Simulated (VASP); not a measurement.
The system is TiN.

```
Ti N
1.0
     0.00000    2.12000    2.12000
     2.12000    0.00000    2.12000
     2.12000    2.12000    0.00000
Ti N
1 1
Direct
  0.00000 0.00000 0.00000
  0.50000 0.50000 0.50000
```

The cell was built by a generator and isn't the measured one.

Base run:

* Program: VASP 6.6.1
* Functional: PBEsol
* Potentials or basis: VASP PAW PBE potentials, release 64 (Ti_sv, N)
* Cutoff: 520 eV
* k mesh: 20 × 20 × 20
* Occupations: fermi-dirac, width 0.05 eV
* Spin: no spin polarisation

Its results: band gap on the k mesh none (metal or under the smearing width); pressure -6.8 GPa.

Question: The run is repeated on the same cell with these changes: functional from PBEsol to PBE; k mesh from 20 × 20 × 20 to 12 × 12 × 12. What comes out?

Answer: Band gap on the k mesh none (metal or under the smearing width); pressure 1.8 GPa.

Several settings changed at once, so the effect can't be laid on one alone.

Caveats: the PAW data sets were made with another functional, which shifts forces and pressure a little (some runs).

Not every run made on this cell is shown here.
